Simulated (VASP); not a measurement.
Output of a VASP run:

OSZICAR:
```
       N       E                     dE             d eps       ncg     rms          rms(c)
DAV:   1     0.244148955739E+03    0.24415E+03   -0.12744E+04  1300   0.237E+03
DAV:   2     0.295975341064E+01   -0.24119E+03   -0.22908E+03  1604   0.339E+02
DAV:   3    -0.507100573547E+02   -0.53670E+02   -0.48041E+02  1962   0.185E+02
DAV:   4    -0.535701787706E+02   -0.28601E+01   -0.28490E+01  2238   0.475E+01
DAV:   5    -0.536756167652E+02   -0.10544E+00   -0.10454E+00  1992   0.717E+00    0.938E+00
DAV:   6    -0.493823384639E+02    0.42933E+01   -0.11261E+01  1866   0.216E+01    0.478E+00
DAV:   7    -0.490719511849E+02    0.31039E+00   -0.46289E+00  2176   0.137E+01    0.198E+00
DAV:   8    -0.491751929503E+02   -0.10324E+00   -0.24516E+00  2156   0.161E+01    0.143E+00
DAV:   9    -0.490506061593E+02    0.12459E+00   -0.33597E-01  2092   0.530E+00    0.678E-01
DAV:  10    -0.490298584378E+02    0.20748E-01   -0.23378E-01  2178   0.435E+00    0.129E-01
DAV:  11    -0.490306201417E+02   -0.76170E-03   -0.90178E-03  1836   0.765E-01    0.123E-01
DAV:  12    -0.490301908442E+02    0.42930E-03   -0.17074E-03  2324   0.424E-01    0.589E-02
DAV:  13    -0.490300173613E+02    0.17348E-03   -0.14724E-03  2150   0.352E-01    0.910E-03
DAV:  14    -0.490300221838E+02   -0.48226E-05   -0.58312E-05  1984   0.705E-02    0.477E-03
DAV:  15    -0.490300221281E+02    0.55728E-07   -0.24151E-06  1694   0.145E-02
   1 F= -.46853570E+02 E0= -.46853775E+02  d E =-.468536E+02
```

File OUTCAR:
```
------------------------ aborting loop because EDIFF is reached ----------------------------------------
  FORCE on cell =-STRESS in cart. coord.  units (eV):
  Direction    XX          YY          ZZ          XY          YZ          ZX
  --------------------------------------------------------------------------------------
  Total        2.1756047      2.1756047      2.1756047     -0.0000000      0.0000000     -0.0000000
  in kB       49.9805253     49.9805253     49.9805253     -0.0000000      0.0000000     -0.0000000
  external PRESSURE =      -0.0194747 kB  Pullay stress =      50.0000000 kB
  volume of cell :       69.74
      direct lattice vectors                 reciprocal lattice vectors
     4.116201116  0.000000000  0.000000000     0.242942454  0.000000000  0.000000000
     0.000000000  4.116201116  0.000000000     0.000000000  0.242942454  0.000000000
     0.000000000  0.000000000  4.116201116     0.000000000  0.000000000  0.242942454
 POSITION                                       TOTAL-FORCE (eV/Angst)
 -----------------------------------------------------------------------------------
      0.00000      0.00000      0.00000        -0.000000     -0.000000      0.000000
      3.29541      2.05810      2.05810        -0.000252      0.000000      0.000000
      2.05810      0.82079      2.05810        -0.000000      0.000252     -0.000000
      2.05810      3.29541      2.05810        -0.000000     -0.000252      0.000000
      0.82079      2.05810      2.05810         0.000252     -0.000000     -0.000000
      2.05810      2.05810      3.29541        -0.000000      0.000000     -0.000252
      2.05810      2.05810      0.82079        -0.000000      0.000000      0.000252
 -----------------------------------------------------------------------------------
    total drift:                               -0.000000      0.000000      0.000000
  FREE ENERGIE OF THE ION-ELECTRON SYSTEM (eV)
  ---------------------------------------------------
  free  energy   TOTEN  =       -49.0300221281 eV

  energy  without entropy=      -49.0306367496  energy(sigma->0) =      -49.03022700
  enthalpy is  TOTEN    =       -46.8535696950 eV   P V=        2.1764524331

 reached required accuracy - stopping structural energy minimisation
```
(Selected blocks of OUTCAR.)

### POSCAR
```
LaB6
1
    4.1162011155     0.0000000000    -0.0000000000
    0.0000000000     4.1162011155    -0.0000000000
    0.0000000000     0.0000000000     4.1162011155
La B
1 6
Direct
  0.0000000000   0.0000000000   0.0000000000
  0.8005951089   0.5000000000   0.5000000000
  0.5000000000   0.1994048911   0.5000000000
  0.5000000000   0.8005951089   0.5000000000
  0.1994048911   0.5000000000   0.5000000000
  0.5000000000   0.5000000000   0.8005951089
  0.5000000000   0.5000000000   0.1994048911
```

Write an INCAR and KPOINTS that could have produced this output.

One answer among several that fit: the input of the run itself, PBE GGA, plane waves, VASP's PBE PAW potentials (set 64).

KPOINTS:
```
Automatic mesh
0
Gamma
8 8 8
0 0 0
```

### INCAR
```
! general
SYSTEM =LaB6
PREC   =Accurate
ENCUT  =620
LREAL  =.False.
LASPH  =.True.

! electronic loop
EDIFF  =1E-6
NELM   =100
ALGO   =Normal
LMAXMIX=6

! smearing
ISMEAR =1
SIGMA  =0.1

! functional
GGA    =PE

! ions
IBRION =2
NSW    =40
ISIF   =3
EDIFFG =-0.02
PSTRESS=50

! output
LWAVE  =.False.
LCHARG =.False.
```

POTCAR, in this order: La B (PBE.64 set). Program: vasp_std.

The compound is LaB6 in the cab6 structure. It was relaxed first under an external pressure of 5 GPa. The electron count is odd and the run is not spin-polarised, which forces a metal.
